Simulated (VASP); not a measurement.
All values below come from PBE GGA with D4 dispersion, VASP's PBE PAW potentials (set 64) (plane waves; VASP).

The input files of a VASP run:

**POSCAR**
```
Au
2.9021260
  0.0000000000   0.7071067980   0.7071067980
  0.7071067980   0.0000000000   0.7071067980
  0.7071067980   0.7071067980   0.0000000000
Au
1
Cartesian
  0.0000000000   0.0000000000   0.0000000000
```

### INCAR
```
ALGO  =  Normal
EDIFF  =  1E-7
ENCUT  =  520
GGA  =  PE
ISIF  =  2
ISMEAR  =  -5
IVDW  =  13
LASPH  =  .True.
LCHARG  =  .True.
LMAXMIX  =  6
LORBIT  =  11
LREAL  =  .False.
LWAVE  =  .False.
NEDOS  =  601
NELM  =  100
PREC  =  Accurate
SYSTEM  =  Au
```

KPOINTS:
```
kpoints
0
Gamma
 17 17 17
```

POTCAR, in this order: Au (PBE.64 set). Program: vasp_std.

Output of the run:

**OSZICAR**
```
       N       E                     dE             d eps       ncg     rms          rms(c)
DAV:   1     0.415323123327E+02    0.41532E+02   -0.58308E+03  3307   0.108E+03
DAV:   2    -0.308877212440E+01   -0.44621E+02   -0.42047E+02  3084   0.196E+02
DAV:   3    -0.347370873590E+01   -0.38494E+00   -0.38220E+00  3561   0.188E+01
DAV:   4    -0.347480664605E+01   -0.10979E-02   -0.10978E-02  3329   0.106E+00
DAV:   5    -0.347481403077E+01   -0.73847E-05   -0.73831E-05  3377   0.843E-02    0.900E+00
DAV:   6    -0.322906485246E+01    0.24575E+00   -0.79724E-01  3028   0.876E+00    0.575E+00
DAV:   7    -0.321079915044E+01    0.18266E-01   -0.74871E-02  3182   0.266E+00    0.273E+00
DAV:   8    -0.320866786137E+01    0.21313E-02   -0.17254E-03  3106   0.434E-01    0.232E-01
DAV:   9    -0.320865684158E+01    0.11020E-04   -0.64848E-06  3320   0.290E-02    0.170E-02
DAV:  10    -0.320866222700E+01   -0.53854E-05   -0.26567E-06  3267   0.211E-02    0.282E-03
DAV:  11    -0.320866212418E+01    0.10282E-06   -0.42611E-08  2334   0.198E-03    0.441E-04
DAV:  12    -0.320866209215E+01    0.32034E-07   -0.37695E-09  1518   0.710E-04
   1 F= -.38781182E+01 E0= -.38781182E+01  d E =0.000000E+00
```

**OUTCAR**
```
------------------------ aborting loop because EDIFF is reached ----------------------------------------
  Edisp (eV):   -0.66946
  FORCE on cell =-STRESS in cart. coord.  units (eV):
  Direction    XX          YY          ZZ          XY          YZ          ZX
  --------------------------------------------------------------------------------------
  Total       0.00252     0.00252     0.00252     0.00000     0.00000    -0.00000
  in kB       0.23368     0.23368     0.23368     0.00000     0.00000    -0.00000
  external pressure =        0.23 kB  Pullay stress =        0.00 kB
  volume of cell :       17.28
      direct lattice vectors                 reciprocal lattice vectors
     0.000000000  2.052113023  2.052113023    -0.243651297  0.243651297  0.243651297
     2.052113023  0.000000000  2.052113023     0.243651297 -0.243651297  0.243651297
     2.052113023  2.052113023  0.000000000     0.243651297  0.243651297 -0.243651297
 POSITION                                       TOTAL-FORCE (eV/Angst)
 -----------------------------------------------------------------------------------
      0.00000      0.00000      0.00000        -0.000000     -0.000000      0.000000
 -----------------------------------------------------------------------------------
    total drift:                                0.000000     -0.000000     -0.000000
  FREE ENERGIE OF THE ION-ELECTRON SYSTEM (eV)
  ---------------------------------------------------
  free  energy   TOTEN  =        -3.8781181869 eV

  energy  without entropy=       -3.8781181869  energy(sigma->0) =       -3.87811819

 total charge

# of ion       s       p       d       tot
------------------------------------------
    1        0.534   0.346   8.764   9.643
```
(Selected blocks of OUTCAR.)

For a metal the tetrahedron method with Blöchl corrections gives inexact stress and forces.

The compound is Au in the fcc structure. It was relaxed first.
